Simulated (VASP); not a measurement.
Input for VASP

KPOINTS:
```
Automatic mesh
0
Gamma
7 7 7
0 0 0
```

File POSCAR:
```
FeP
1
    1.7564950000     1.0141130000     3.0062330000
   -1.7564950000     1.0141130000     3.0062330000
    0.0000000000    -2.0282260000     3.0062330000
Fe P
1 1
Direct
  0.7624000000   0.7624000000   0.7624000000
  0.2376000000   0.2376000000   0.2376000000
```

### INCAR
```
SYSTEM = FeP
PREC = Accurate
ENCUT = 400
EDIFF = 1E-6
NELM = 100
ALGO = Normal
LREAL = .FALSE.
LASPH = .TRUE.
ISMEAR = 0
SIGMA = 0.05
GGA = PE
LMAXMIX = 4
ISPIN = 2
MAGMOM = 4.0 0.0
LORBIT = 10
LWAVE = .FALSE.
LCHARG = .FALSE.
ISIF = 2
ICHARG = 11
```

POTCAR, in this order: Fe P (PBE.64 set). Program: vasp_std.

Output of the run:

**standard output**
```
 POSCAR found type information on POSCAR FeP
 POSCAR found :  2 types and       2 ions
 Reading from existing POTCAR
 Reading from existing POTCAR
 LDA part: xc-table for (Slater+PW92), standard interpolation
 WARNING: stress and forces are not correct
 POSCAR, INCAR and KPOINTS ok, starting setup
 WAVECAR not read
 WARNING: CHGCAR is incomplete

 -----------------------------------------------------------------------------
|                                                                             |
|     EEEEEEE  RRRRRR   RRRRRR   OOOOOOO  RRRRRR      ###     ###     ###     |
|     E        R     R  R     R  O     O  R     R     ###     ###     ###     |
|     E        R     R  R     R  O     O  R     R     ###     ###     ###     |
|     EEEEE    RRRRRR   RRRRRR   O     O  RRRRRR       #       #       #      |
|     E        R   R    R   R    O     O  R   R                               |
|     E        R    R   R    R   O     O  R    R      ###     ###     ###     |
|     EEEEEEE  R     R  R     R  OOOOOOO  R     R     ###     ###     ###     |
|                                                                             |
|     ICHARG>10                                                               |
|                                                                             |
|       ---->  I REFUSE TO CONTINUE WITH THIS SICK JOB ... BYE!!! <----       |
|                                                                             |
 -----------------------------------------------------------------------------
```

From input and log, find the fault in this run and mend it.

The cause: ICHARG = 11 asks for a fixed density, but there is no CHGCAR. VASP stops with an error: ERROR: charge density could not be read from file CHGCAR for ICHARG>10 ----> I REFUSE TO CONTINUE WITH THIS SICK JOB ... BYE!!! <---- To mend it, run self-consistently first and keep its CHGCAR, or remove ICHARG. The plain static run on this cell (PBE GGA, plane waves, VASP's PBE PAW potentials (set 64)) converges, and its OSZICAR ends with
```
   1 F= -.13240482E+02 E0= -.13239399E+02  d E =-.216564E-02  mag=     2.5897
```

The structure was generated: FeP was put into the alpha-GeTe type (R3m), which need not be its known phase. The cell was not relaxed at this level.
